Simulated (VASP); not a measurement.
SiGe (relaxed from the NiAs type structure, space group P6_3/mmc): computed properties

These are PBEsol GGA, VASP's PBE PAW potentials (set 64) (plane waves; VASP) values and carry that method's errors.

```
Item                                                                                                       Result
----------------------------------  -----------------------------------------------------------------------------
space group                                                                                        P6_3/mmc (194)
cell                                a = 3.7431 Å, b = 3.7431 Å, c = 5.7824 Å, α = 90.00°, β = 90.00°, γ = 120.00°
volume per atom                                                                                    17.54 Å^3/atom
band gap (over mesh and band path)                                       none (metal, semimetal or under 0.01 eV)
density                                                                                                4.77 g/cm³
```

```xyz
4
Lattice="3.7431 0.0000 0.0000 -1.8715 3.2416 0.0000 0.0000 0.0000 5.7824" Properties=species:S:1:pos:R:3 pbc="T T T"
Si     0.0000     0.0000     0.0000
Si     0.0000     0.0000     2.8912
Ge     0.0000     2.1611     1.4456
Ge     1.8715     1.0805     4.3368
```

The structure was generated: SiGe was put into the NiAs type type (P6_3/mmc), which need not be its known phase. It was relaxed first, which changed the volume by +17 %. Symmetry was kept, so distortions that lower it aren't found.
